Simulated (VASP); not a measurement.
An input for Quantum ESPRESSO's pw.x (written as the equivalent of a VASP run, and not itself run):

```
&CONTROL
  calculation = 'vc-relax'
  pseudo_dir = './pseudo'
  outdir = './out'
  tprnfor = .true.
  tstress = .true.
  nstep = 40
  forc_conv_thr = 0.00078
/
&SYSTEM
  ibrav = 0
  nat = 2
  ntyp = 2
  ecutwfc = 82
  occupations = 'smearing'
  smearing = 'gaussian'
  degauss = 0.003675
  input_dft = 'pbe'
/
&ELECTRONS
  conv_thr = 7.3e-08
  electron_maxstep = 100
/
&IONS
/
&CELL
  press = 100
/
ATOMIC_SPECIES
  Ag 107.868 Ag.upf
  Br 79.904 Br.upf
CELL_PARAMETERS angstrom
    -0.0000000    2.7629568    2.7629568
     2.7629568    0.0000000    2.7629568
     2.7629568    2.7629568    0.0000000
ATOMIC_POSITIONS crystal
  Ag   0.0000000  0.0000000  0.0000000
  Br   0.5000000  0.5000000  0.5000000
K_POINTS automatic
  8 8 8 0 0 0
```

Problem. Write the VASP files for the same calculation (PBE).

Solution. Several could match; the one computed here: 
File POSCAR:
```
AgBr
1.0
  0.0000000000   2.7629568346   2.7629568346
  2.7629568346   0.0000000000   2.7629568346
  2.7629568346   2.7629568346   0.0000000000
Ag Br
1 1
direct
  0.0000000000   0.0000000000   0.0000000000
  0.5000000000   0.5000000000   0.5000000000
```

**INCAR**
```
SYSTEM  =  AgBr
PREC  =  Accurate; ENCUT  =  500; LREAL  =  .False.
LASPH  =  .True.
EDIFF  =  1E-6; NELM  =  100; ALGO  =  Normal
LMAXMIX  =  4
ISMEAR  =  0; SIGMA  =  0.05
GGA  =  PE
IBRION  =  2; NSW  =  40; ISIF  =  3
EDIFFG  =  -0.02; PSTRESS  =  100
LWAVE  =  .False.; LCHARG  =  .False.
```

KPOINTS:
```
Automatic mesh
0
Gamma
8 8 8
0 0 0
```

POTCAR, in this order: Ag Br (PBE.64 set). Program: vasp_std.

The two are equivalent in intent, not identical: the potentials are each code's own (VASP's PAW set, PseudoDojo norm-conserving files in pw.x), so ENCUT and ecutwfc are chosen apart and not converted; conv_thr bounds pw.x's estimated SCF error, while EDIFF bounds the energy change between steps; forc_conv_thr acts on force components and is met together with etot_conv_thr.

The compound is AgBr in the rock salt structure. It was relaxed first under an external pressure of 10 GPa.
